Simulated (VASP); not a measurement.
# Relaxed cell of Si2Mo: a test of cutoff and mesh

How far does the relaxed cell of Si2Mo depend on cutoff and k mesh? The starting structure is a measured crystal structure from the Crystallography Open Database. The first relaxation on each setting starts from this cell expanded by 3 % in volume.

Program: VASP 6.6.1. Level of theory: Kohn-Sham DFT with plane waves and PAW; PBEsol. Results are calculated unless marked as measured.

The database entry behind the starting cell is an old determination (1927), so it need not match the best structure at ambient conditions.

## Step 1: Set-up

The structure is tetragonal, space group I4/mmm (No. 139). Conventional cell: a = 3.200 Å, b = 3.200 Å, c = 7.861 Å, α = 90.00°, β = 90.00°, γ = 90.00°. Mo has 10 Si at 2.62 Å nearest. Nearest to Si lie 5 Si at 2.61 to 2.63 Å and 5 Mo at 2.62 Å. Farther neighbours are not listed.

As a file:

```xyz
3
Lattice="-1.6000 1.6000 3.9305 1.6000 -1.6000 3.9305 1.6000 1.6000 -3.9305" Properties=species:S:1:pos:R:3 pbc="T T T"
Mo    0.0000    0.0000    0.0000
Si    0.0000    0.0000    5.2433
Si    0.0000    0.0000    2.6177
```

## Step 2: Reference relaxation

This run starts from the cell of an earlier relaxation, which isn't shown; the restart sets up the plane waves anew.

File INCAR:

```
SYSTEM = Si2Mo
PREC = Accurate
ENCUT = 450
EDIFF = 1E-06
NELM = 100
ISMEAR = 0
SIGMA = 0.05
LREAL = .FALSE.
ALGO = Normal
GGA = PS
NBANDS = 17
LASPH = .TRUE.
LORBIT = 11
LWAVE = .FALSE.
LCHARG = .FALSE.
KPAR = 8
IBRION = 2
NSW = 50
ISIF = 3
EDIFFG = -0.006
```

File POSCAR:

```
Si2Mo
1.0
   -1.5960155774      1.5960155774      3.9126752378
    1.5960155774     -1.5960155774      3.9126752378
    1.5960155774      1.5960155774     -3.9126752378
Mo Si
1 2
Direct
    0.0000000000      0.0000000000      0.0000000000
    0.6649517876      0.6649517876      0.0000000000
    0.3350482124      0.3350482124      0.0000000000
```

File KPOINTS:

```
Automatic mesh
0
Gamma
14 14 14
0 0 0
```

Potentials, in the order of the species: Mo_sv and Si (PBE family, release 64).

Command:

```sh
mpirun -np 8 vasp_std
```

The program printed:

```text
[banner, memory and clock lines left out]
running    8 mpi-ranks, on    1 nodes
 distrk:  each k-point on    1 cores,    8 groups
 distr:  one band on    1 cores,    1 groups

 POSCAR found type information on POSCAR MoSi
 POSCAR found :  2 types and       3 ions
|                                                                             |
|           W    W    AA    RRRRR   N    N  II  N    N   GGGG   !!!           |
|           W    W   A  A   R    R  NN   N  II  NN   N  G    G  !!!           |
|           W    W  A    A  R    R  N N  N  II  N N  N  G       !!!           |
|           W WW W  AAAAAA  RRRRR   N  N N  II  N  N N  G  GGG   !            |
|           WW  WW  A    A  R   R   N   NN  II  N   NN  G    G                |
|           W    W  A    A  R    R  N    N  II  N    N   GGGG   !!!           |
|                                                                             |
|     For optimal performance we recommend to set                             |
|       NCORE = 2 up to number-of-cores-per-socket                            |
|     NCORE specifies how many cores store one orbital (NPAR=cpu/NCORE).      |
|     This setting can greatly improve the performance of VASP for DFT.       |
|     The default, NCORE=1 might be grossly inefficient on modern             |
|     multi-core architectures or massively parallel machines. Do your        |
|     Unfortunately you need to use the default for GW and RPA                |
|     calculations (for HF NCORE is supported but not extensively tested      |
|     yet).                                                                   |
|                                                                             |

|                                                                             |
|               ----> ADVICE to this user running VASP <----                  |
|                                                                             |
|     You enforced a specific xc type in the INCAR file but a different       |
|     [... a line on the potential file left out ...]
|     I HOPE YOU KNOW WHAT YOU ARE DOING!                                     |
|                                                                             |

 LDA part: xc-table for (Slater+PW92), standard interpolation
 POSCAR, INCAR and KPOINTS ok, starting setup
 FFT: planning ... GRIDC
 FFT: planning ... GRID_SOFT
 FFT: planning ... GRID
 WAVECAR not read
 entering main loop
       N       E                     dE             d eps       ncg     rms          rms(c)
DAV:   1     0.105099764488E+03    0.10510E+03   -0.10542E+04  8344   0.110E+03
DAV:   2    -0.236294555017E+02   -0.12873E+03   -0.12649E+03 10396   0.289E+02
DAV:   3    -0.260358232891E+02   -0.24064E+01   -0.23917E+01 10197   0.362E+01
DAV:   4    -0.260474930486E+02   -0.11670E-01   -0.11664E-01 10354   0.289E+00
DAV:   5    -0.260475699686E+02   -0.76920E-04   -0.76912E-04 10286   0.228E-01    0.230E+01
DAV:   6    -0.252509354454E+02    0.79663E+00   -0.62164E+00  8931   0.165E+01    0.504E+00
DAV:   7    -0.251208103606E+02    0.13013E+00   -0.91108E-01  8725   0.584E+00    0.472E+00
DAV:   8    -0.250800382808E+02    0.40772E-01   -0.11437E-01  9074   0.253E+00    0.442E-01
DAV:   9    -0.250790001292E+02    0.10382E-02   -0.21234E-03 10334   0.372E-01    0.238E-01
DAV:  10    -0.250788934476E+02    0.10668E-03   -0.55611E-04  9383   0.205E-01    0.599E-02
DAV:  11    -0.250788813259E+02    0.12122E-04   -0.18700E-04  9079   0.102E-01    0.396E-02
DAV:  12    -0.250788778219E+02    0.35040E-05   -0.28215E-05  8894   0.378E-02    0.795E-03
DAV:  13    -0.250788773568E+02    0.46508E-06   -0.93111E-07  4801   0.864E-03
   1 F= -.25078877E+02 E0= -.25078596E+02  d E =-.250789E+02
 curvature:   0.00 expect dE= 0.000E+00 dE for cont linesearch  0.000E+00
 trial: gam= 0.00000 g(F)=  0.317E-06 g(S)=  0.134E-04 ort = 0.000E+00 (trialstep = 0.100E+01)
 search vector abs. value=  0.137E-04
 bond charge predicted
       N       E                     dE             d eps       ncg     rms          rms(c)
DAV:   1    -0.250790274935E+02   -0.14967E-03   -0.33141E-03  8688   0.583E-01    0.154E-01
DAV:   2    -0.250788990473E+02    0.12845E-03   -0.12020E-03  8692   0.251E-01    0.379E-02
DAV:   3    -0.250788748368E+02    0.24211E-04   -0.11222E-04  8621   0.587E-02    0.117E-02
DAV:   4    -0.250788729082E+02    0.19286E-05   -0.83779E-06  8886   0.258E-02    0.785E-03
DAV:   5    -0.250788734228E+02   -0.51451E-06   -0.43323E-07  4393   0.606E-03
   2 F= -.25078873E+02 E0= -.25078592E+02  d E =0.393405E-05
 trial-energy change:    0.000004  1 .order    0.000005   -0.000014    0.000023
 step:   0.3705(harm=  0.3705)  dis= 0.00003  next Energy=   -25.078880 (dE=-0.254E-05)
 bond charge predicted
       N       E                     dE             d eps       ncg     rms          rms(c)
DAV:   1    -0.250789426929E+02   -0.69785E-04   -0.13097E-03  8666   0.367E-01    0.967E-02
DAV:   2    -0.250788922060E+02    0.50487E-04   -0.48365E-04  8651   0.159E-01    0.242E-02
DAV:   3    -0.250788819568E+02    0.10249E-04   -0.45596E-05  8549   0.374E-02    0.750E-03
DAV:   4    -0.250788807201E+02    0.12368E-05   -0.33788E-06  8474   0.163E-02    0.490E-03
DAV:   5    -0.250788804528E+02    0.26726E-06   -0.17644E-07  4249   0.386E-03
   3 F= -.25078880E+02 E0= -.25078599E+02  d E =-.309599E-05
 curvature:  -0.19 expect dE=-0.116E-07 dE for cont linesearch -0.751E-08
 trial: gam=-0.04977 g(F)=  0.762E-08 g(S)=  0.551E-07 ort = 0.746E-06 (trialstep = 0.874E+00)
 search vector abs. value=  0.226E-07
 reached required accuracy - stopping structural energy minimisation
```

It took 26 s on 8 MPI ranks of Intel Xeon Platinum 8488C (Sapphire Rapids), shared host; peak memory 2.3 GiB.

The logs omit lines about the potential files and the build; timing stands in the text.

OUTCAR, selected parts (step 2):

```text
ion  position               nearest neighbor table
   1  0.000  0.000  0.000-   2 2.60   2 2.60   2 2.60   3 2.60   2 2.60   3 2.60   3 2.60   3 2.60
                             2 2.62   3 2.62
   2  0.665  0.665  0.000-   3 2.58   1 2.60   1 2.60   1 2.60   1 2.60   3 2.62   3 2.62   3 2.62
                             3 2.62   1 2.62
   3  0.335  0.335  0.000-   2 2.58   1 2.60   1 2.60   1 2.60   1 2.60   2 2.62   2 2.62   2 2.62
                             2 2.62   1 2.62

  LATTYP: Found a body centered tetragonal cell.
 ALAT       =     3.1920311548
 C/A-ratio  =     2.4515269733

 Subroutine GETGRP returns: Found 16 space group operations
 (whereof 16 operations were pure point group operations)

The static configuration has the point symmetry D_4h.

 Found    244 irreducible k-points:

   k-points           NKPTS =    244   k-points in BZ     NKDIM =    244   number of bands    NBANDS=     17

   dimension x,y,z NGX =    32 NGY =   32 NGZ =   32
   dimension x,y,z NGXF=    64 NGYF=   64 NGZF=   64

   ENCUT  =  450.0 eV  33.07 Ry    5.75 a.u.   7.81  7.81  7.81*2*pi/ulx,y,z

   NELECT =      22.0000    total number of electrons

 k-points in reciprocal lattice and weights: Automatic mesh
   0.00000000  0.00000000  0.00000000       0.000
   0.07142857 -0.00000000  0.00000000       0.003
   0.14285714 -0.00000000  0.00000000       0.003
   0.21428571 -0.00000000  0.00000000       0.003
   0.28571429 -0.00000000  0.00000000       0.003
   0.35714286 -0.00000000  0.00000000       0.003
   0.42857143 -0.00000000  0.00000000       0.003
   0.50000000 -0.00000000  0.00000000       0.001
   0.07142857  0.07142857  0.00000000       0.003
[...]
-0.42857143 -0.42857143  0.42857143       0.001
   0.50000000  0.50000000  0.50000000       0.000

 average (electrostatic) potential at core
       1 -68.8000       2 -77.0731       3 -77.0731

 E-fermi :  12.3639

 k-point     1 :       0.0000    0.0000    0.0000
  band No.  band energies     occupation
    ...
      6       5.8558      2.00000
      7       8.9222      2.00000
      8       9.1825      2.00000
      9       9.6783      2.00000
     10       9.6783      2.00000
     11      12.6978      0.00000
     12      15.4527      0.00000
     13      15.5412      0.00000
     14      15.8702      0.00000
     15      15.8702      0.00000
    ...

 k-point     2 :       0.0714   -0.0000    0.0000
  band No.  band energies     occupation
    ...
      6       5.8647      2.00000
      7       8.5626      2.00000
      8       9.1934      2.00000
      9       9.7405      2.00000
     10       9.8754      2.00000
     11      12.4067      0.22647
     12      15.1318      0.00000
     13      15.4050      0.00000
     14      15.6928      0.00000
     15      16.1755      0.00000
    ...

 k-point     3 :       0.1429   -0.0000    0.0000
  band No.  band energies     occupation
    ...
      7       7.9336      2.00000
      8       9.1828      2.00000
      9       9.9196      2.00000
     10      10.0955      2.00000
     11      11.8043      2.00000
     12      14.4619      0.00000
     13      14.8095      0.00000
     14      16.2273      0.00000
     15      16.5995      0.00000
     16      17.0887      0.00000
    ...

  Total       -0.0000167     -0.0000167     -0.0018516      0.0000000      0.0000000      0.0000000
  in kB       -0.0006694     -0.0006694     -0.0744348      0.0000000      0.0000000      0.0000000
  external PRESSURE =      -0.0252579 kB  Pullay stress =       0.0000000 kB

  energy-cutoff  :      450.00
  volume of cell :       39.86
      direct lattice vectors                 reciprocal lattice vectors
    -1.595899836  1.595899836  3.912134638     0.000000000  0.313302871  0.127807462
     1.595899836 -1.595899836  3.912134638     0.313302871  0.000000000  0.127807462
     1.595899836  1.595899836 -3.912134638     0.313302871  0.313302871  0.000000000

 POSITION                                       TOTAL-FORCE (eV/Angst)
 -----------------------------------------------------------------------------------
      0.00000      0.00000      0.00000         0.000000      0.000000      0.000000
      0.00000      0.00000      5.20273        -0.000000     -0.000000     -0.000281
      0.00000      0.00000      2.62154        -0.000000     -0.000000      0.000281
 -----------------------------------------------------------------------------------
    total drift:                                0.000000     -0.000000     -0.000000

  FREE ENERGIE OF THE ION-ELECTRON SYSTEM (eV)
  ---------------------------------------------------
  free  energy   TOTEN  =       -25.0788804528 eV

  energy  without entropy=      -25.0783180657  energy(sigma->0) =      -25.07859926

 reached required accuracy - stopping structural energy minimisation

 total charge
# of ion       s       p       d       tot
------------------------------------------
    1        2.290   6.212   4.213  12.715
    2        0.742   0.883   0.000   1.625
    3        0.742   0.883   0.000   1.625
--------------------------------------------------
tot          3.774   7.977   4.213  15.964

[... 3 further parts left out ...]
```

CONTCAR:

```
Si2Mo
   1.00000000000000
    -1.5958998356137466    1.5958998356137466    3.9121346383883489
     1.5958998356137466   -1.5958998356137466    3.9121346383883489
     1.5958998356137466    1.5958998356137466   -3.9121346383883489
  Mo              Si
     1     2
Direct
     0.0000000000000000    0.0000000000000000    0.0000000000000000
     0.6649476483698097    0.6649476483698097    0.0000000000000000
     0.3350523516301903    0.3350523516301903    0.0000000000000000
```

The PAW data sets were made with PBE, which is usual practice but a small mismatch for other functionals. The run keeps the 16 symmetry operations of its start, so it cannot find a distortion of lower symmetry.

The reference relaxation ends at 13.285 Å³ an atom. Pressures at 0.985 and 1.015 times this volume, from two more relaxations that aren't shown, give a bulk modulus of 218.9 GPa.

## Step 3: Relaxation with a cutoff of 250 eV

Against step 2 the input has ENCUT = 250. This run starts from the cell of an earlier relaxation, which isn't shown; the restart sets up the plane waves anew.

INCAR: that of step 2 with these lines changed.

```diff
@@ -2,3 +2,3 @@
 PREC = Accurate
-ENCUT = 450
+ENCUT = 250
 EDIFF = 1E-06
```

File POSCAR:

```
Si2Mo
1.0
   -1.5927062929      1.5927062929      3.9070985981
    1.5927062929     -1.5927062929      3.9070985981
    1.5927062929      1.5927062929     -3.9070985981
Mo Si
1 2
Direct
    0.0000000000      0.0000000000      0.0000000000
    0.6650899921      0.6650899921      0.0000000000
    0.3349100079      0.3349100079      0.0000000000
```

KPOINTS is that of step 2.

Command:

```sh
mpirun -np 8 vasp_std
```

The program printed:

```text
[banner, memory and clock lines left out]
running    8 mpi-ranks, on    1 nodes
[...]
[... a notice as in an earlier step ...]

 [... a notice as in an earlier step ...]

 LDA part: xc-table for (Slater+PW92), standard interpolation
 POSCAR, INCAR and KPOINTS ok, starting setup
[...]
entering main loop
       N       E                     dE             d eps       ncg     rms          rms(c)
DAV:   1     0.468341329033E+02    0.46834E+02   -0.77316E+03  9641   0.703E+02
DAV:   2    -0.250242284504E+02   -0.71858E+02   -0.70729E+02 10769   0.203E+02
DAV:   3    -0.259927192673E+02   -0.96849E+00   -0.96366E+00  9746   0.209E+01
DAV:   4    -0.259963606237E+02   -0.36414E-02   -0.36402E-02 10825   0.142E+00
[...]
DAV:  11    -0.250346717913E+02    0.13044E-04   -0.16180E-04  9265   0.928E-02    0.376E-02
DAV:  12    -0.250346690891E+02    0.27022E-05   -0.25456E-05  8919   0.356E-02    0.759E-03
DAV:  13    -0.250346685496E+02    0.53958E-06   -0.10051E-06  4658   0.866E-03
   1 F= -.25034669E+02 E0= -.25034400E+02  d E =-.250347E+02
[... from here on, the cycles between the ionic steps are left out ...]
   2 F= -.25033259E+02 E0= -.25032993E+02  d E =0.140953E-02
   3 F= -.25035146E+02 E0= -.25034878E+02  d E =-.477735E-03
   4 F= -.25035146E+02 E0= -.25034878E+02  d E =-.477661E-03
   5 F= -.25035152E+02 E0= -.25034888E+02  d E =-.627815E-05
 trial-energy change:   -0.000006  1 .order   -0.000006   -0.000015    0.000002
 step:   0.7751(harm=  0.7751)  dis= 0.00038  next Energy=   -25.035153 (dE=-0.658E-05)
 reached required accuracy - stopping structural energy minimisation
```

The job ended after 15 s (8 MPI ranks; peak memory 1.5 GiB).

Parts of OUTCAR (step 3):

```text
  Total        0.0016648      0.0016648     -0.0105938      0.0000000      0.0000000      0.0000000
  in kB        0.0675421      0.0675421     -0.4298035      0.0000000      0.0000000      0.0000000
  external PRESSURE =      -0.0982398 kB  Pullay stress =       0.0000000 kB

 POSITION                                       TOTAL-FORCE (eV/Angst)
 -----------------------------------------------------------------------------------
      1.59046      1.59046      3.90288        -0.000000     -0.000000      0.000000
      1.59046      1.59046      1.28909        -0.000000     -0.000000      0.001285
      0.00000      0.00000      2.61379         0.000000      0.000000     -0.001285
 -----------------------------------------------------------------------------------
    total drift:                               -0.000000     -0.000000      0.000000

  FREE ENERGIE OF THE ION-ELECTRON SYSTEM (eV)
  ---------------------------------------------------
  free  energy   TOTEN  =       -25.0351524887 eV

  energy  without entropy=      -25.0346228662  energy(sigma->0) =      -25.03488768

[... 2 parts as in an earlier step ...]

[... 2 further parts left out ...]
[key lines of the parts left out:]
E-fermi :  12.5126
```

With a cutoff of 250 eV the cell ends at 13.163 Å³ an atom, -0.92 % from the reference; the bulk modulus is 224.4 GPa against 218.9 GPa.

## Step 4: Relaxation with an 8×8×8 mesh

Against step 2 the input has an 8×8×8 mesh. This run starts from the cell of an earlier relaxation, which isn't shown; the restart sets up the plane waves anew.

INCAR: that of step 3 with these lines changed.

```diff
@@ -2,3 +2,3 @@
 PREC = Accurate
-ENCUT = 250
+ENCUT = 450
 EDIFF = 1E-06
```

File POSCAR:

```
Si2Mo
1.0
   -1.5962757636      1.5962757636      3.9111249962
    1.5962757636     -1.5962757636      3.9111249962
    1.5962757636      1.5962757636     -3.9111249962
Mo Si
1 2
Direct
    0.0000000000      0.0000000000      0.0000000000
    0.6647691834      0.6647691834      0.0000000000
    0.3352308166      0.3352308166      0.0000000000
```

File KPOINTS:

```
Automatic mesh
0
Gamma
8 8 8
0 0 0
```

Command:

```sh
mpirun -np 8 vasp_std
```

The program printed:

```text
[... set-up lines as in an earlier step ...]
 entering main loop
       N       E                     dE             d eps       ncg     rms          rms(c)
DAV:   1     0.105127686165E+03    0.10513E+03   -0.10510E+04  2006   0.110E+03
DAV:   2    -0.235850308194E+02   -0.12871E+03   -0.12608E+03  2527   0.288E+02
DAV:   3    -0.260342069653E+02   -0.24492E+01   -0.24285E+01  2467   0.363E+01
DAV:   4    -0.260461118725E+02   -0.11905E-01   -0.11898E-01  2391   0.289E+00
[...]
DAV:  11    -0.250822564586E+02    0.11603E-04   -0.14971E-04  2231   0.920E-02    0.342E-02
DAV:  12    -0.250822546190E+02    0.18396E-05   -0.18177E-05  2133   0.305E-02    0.686E-03
DAV:  13    -0.250822541593E+02    0.45968E-06   -0.69782E-07  1128   0.765E-03
   1 F= -.25082254E+02 E0= -.25082079E+02  d E =-.250823E+02
[...]
reached required accuracy - stopping structural energy minimisation
```

It took 5.8 s on 8 MPI ranks; peak memory 1.5 GiB.

OUTCAR, selected parts (step 4):

```text
  Total       -0.0043214     -0.0043214     -0.0163547      0.0000000     -0.0000000      0.0000000
  in kB       -0.1736815     -0.1736815     -0.6573162      0.0000000     -0.0000000      0.0000000
  external PRESSURE =      -0.3348930 kB  Pullay stress =       0.0000000 kB

 POSITION                                       TOTAL-FORCE (eV/Angst)
 -----------------------------------------------------------------------------------
      0.00000      0.00000      0.00000        -0.000000     -0.000000      0.000000
      0.00000      0.00000      5.19999         0.000000      0.000000      0.003136
      0.00000      0.00000      2.62226        -0.000000     -0.000000     -0.003136
 -----------------------------------------------------------------------------------
    total drift:                               -0.000000     -0.000000     -0.000000

  FREE ENERGIE OF THE ION-ELECTRON SYSTEM (eV)
  ---------------------------------------------------
  free  energy   TOTEN  =       -25.0822541593 eV

  energy  without entropy=      -25.0819030624  energy(sigma->0) =      -25.08207861

[... 1 part as in an earlier step ...]

[... 3 further parts left out ...]
[key lines of the parts left out:]
E-fermi :  12.2801
```

With an 8×8×8 mesh the cell ends at 13.288 Å³ an atom, +0.02 % from the reference; the bulk modulus is 219.3 GPa against 218.9 GPa.

(Part 1 of 2 ends here.)

[Lines on the potential files, build, host, timing and source positions are cut from VASP's logs without a mark.]

[Logs are printed without paths, hosts, clocks, repeated set-up lines and the standing remarks that a program may print on its own settings, such as how far it seeks lower states.]

[Hosts, paths, dates, database ids (printed as entryN), source tags and the programs' standing remarks are cut or masked in the printed files.]
